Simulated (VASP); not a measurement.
Calculation: PBEsol GGA, VASP's PBE PAW potentials (set 64) (plane waves; VASP).

The input files of a VASP run:

KPOINTS:
```
Automatic mesh
0
Gamma
12 12 12
0 0 0
```

INCAR:
```
! general
SYSTEM   =  Na
PREC     =  Accurate
ENCUT    =  480
LREAL    =  .FALSE.
LASPH    =  .TRUE.

! electronic loop
EDIFF    =  1E-7
NELM     =  100
ALGO     =  Normal

! smearing
ISMEAR   =  1
SIGMA    =  0.1

! functional
GGA      =  PS

! ions
IBRION   =  2
NSW      =  40
ISIF     =  3
EDIFFG   =  -0.01
PSTRESS  =  50

! output
LWAVE    =  .FALSE.
LCHARG   =  .FALSE.
```

**POSCAR**
```
Na
1
   -1.8648939608     1.8648939608     1.8648939608
    1.8648939608    -1.8648939608     1.8648939608
    1.8648939608     1.8648939608    -1.8648939608
Na
1
Direct
  0.0000000000   0.0000000000   1.0000000000
```

POTCAR, in this order: Na_pv (PBE.64 set). Program: vasp_std.

Q: What does the run give for the energy per atom (σ→0), volume per atom, band gap (on the k-mesh)?

A: 
* **energy per atom (σ→0)**: -1.271 eV/atom
* **band gap (on the k-mesh)**: none (metal, semimetal or under 0.01 eV)
* **volume per atom**: 25.87 Å³/atom

### OSZICAR
```
...
   1 F= -.46433305E+00 E0= -.46411387E+00  d E =-.464333E+00
       N       E                     dE             d eps       ncg     rms          rms(c)
DAV:   1    -0.127197013300E+01    0.19840E-02   -0.10926E-02  1008   0.242E+00    0.126E-01
DAV:   2    -0.127172618818E+01    0.24394E-03   -0.30138E-04  1008   0.390E-01    0.633E-02
DAV:   3    -0.127164561673E+01    0.80571E-04   -0.14430E-04  1008   0.257E-01    0.638E-03
DAV:   4    -0.127163958836E+01    0.60284E-05   -0.54862E-06  1043   0.569E-02    0.541E-04
DAV:   5    -0.127163954595E+01    0.42408E-07   -0.17985E-08   553   0.260E-03
   2 F= -.46437669E+00 E0= -.46415775E+00  d E =-.436347E-04
```

The compound is Na in the bcc structure. This run relaxes it under an external pressure of 5 GPa. Symmetry was kept, so distortions that lower it aren't found.
